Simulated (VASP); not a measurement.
## YB17N18 (a cell with a defect): single point with PBE

The system is YB17N18 (a cell with a defect).

```
Y B N
1.0
     7.49472    0.00000    0.00000
    -3.74736    6.49062    0.00000
     0.00000    0.00000    6.63570
Y B N
1 17 18
Direct
  0.11111 0.22222 0.25000
  0.11265 0.56799 0.25000
  0.11265 0.87800 0.25000
  0.45534 0.22068 0.25000
  0.45534 0.56799 0.25000
  0.44444 0.88889 0.25000
  0.76535 0.22068 0.25000
  0.77778 0.55556 0.25000
  0.76535 0.87800 0.25000
  0.22328 0.11005 0.75000
  0.22328 0.44657 0.75000
  0.22256 0.77795 0.75000
  0.55538 0.11077 0.75000
  0.55589 0.44461 0.75000
  0.55538 0.77795 0.75000
  0.88677 0.11005 0.75000
  0.88872 0.44461 0.75000
  0.88872 0.77745 0.75000
  0.11111 0.22222 0.75000
  0.11102 0.55564 0.75000
  0.11102 0.88872 0.75000
  0.44462 0.22231 0.75000
  0.44462 0.55564 0.75000
  0.44444 0.88889 0.75000
  0.77770 0.22231 0.75000
  0.77778 0.55556 0.75000
  0.77770 0.88872 0.75000
  0.25376 0.07957 0.25000
  0.25376 0.50753 0.25000
  0.22285 0.77809 0.25000
  0.55524 0.11048 0.25000
  0.55551 0.44442 0.25000
  0.55524 0.77809 0.25000
  0.82581 0.07957 0.25000
  0.88891 0.44442 0.25000
  0.88891 0.77782 0.25000
```

```
Program                : VASP 6.6.1
Task                   : single point
Functional             : PBE
Potentials or basis    : VASP PAW PBE potentials, release 64 (Y_sv, B, N)
Cutoff                 : 520 eV
k mesh                 : 3 × 3 × 3
Occupations            : fermi-dirac, width 0.01 eV
Spin                   : no spin polarisation
Dipole correction      : no
Further INCAR settings : LREAL = Auto; ALGO = Fast; EDIFF = 1e-06; NBANDS = 100
```

The pressure is 28.2 GPa, the largest force is 0.022 eV/Å and the band gap on the k mesh is 1.62 eV, indirect (least direct gap 1.67 eV).

Forces on the atoms (eV/Å):
```
Y    0.000  0.000  0.000
B   -0.009 -0.020  0.000
B   -0.022  0.002  0.000
B   -0.013  0.018  0.000
B    0.009 -0.020  0.000
B    0.000  0.000  0.000
B    0.013  0.018  0.000
B    0.000  0.000  0.000
B    0.022  0.002  0.000
B    0.003 -0.002  0.000
B    0.000  0.003  0.000
B    0.002  0.001  0.000
B    0.000 -0.002  0.000
B    0.000  0.000  0.000
B   -0.002  0.001  0.000
B   -0.003 -0.002  0.000
B    0.000  0.000  0.000
B    0.000  0.001  0.000
N    0.000  0.000  0.000
N    0.000  0.000  0.000
N    0.000  0.000  0.000
N    0.000  0.000  0.000
N    0.000  0.000  0.000
N    0.000  0.000  0.000
N    0.000  0.000  0.000
N    0.000  0.000  0.000
N    0.000  0.000  0.000
N    0.016 -0.009  0.000
N    0.000  0.019  0.000
N   -0.002 -0.001  0.000
N    0.000  0.002  0.000
N   -0.004 -0.002  0.000
N    0.002 -0.001  0.000
N   -0.016 -0.009  0.000
N    0.004 -0.002  0.000
N    0.000  0.005  0.000
```

Stress tensor (GPa, compression positive):
```
41.24  0.00  0.00
 0.00 41.24  0.00
 0.00  0.00  2.25
```

Levels at points of the mesh, in eV from the valence-band top:
```
           k point  band 74  band 75  band 76  band 77  band 78  band 79
(0.00, 0.00, 0.00)    -2.17    -0.63    -0.63     1.62     2.18     2.18
```

Wall time 3.6 min on 1 thread of Intel(R) Xeon(R) 6975P-C (Granite Rapids), with other jobs on the host, peak memory 0.47 GiB.

Caveat: a pressure of tens of GPa on the cell as given is suspect, and the run, the potentials or the cell itself is likely at fault. Expect the measured gap to be larger: semilocal functionals such as PBE lack the derivative discontinuity.
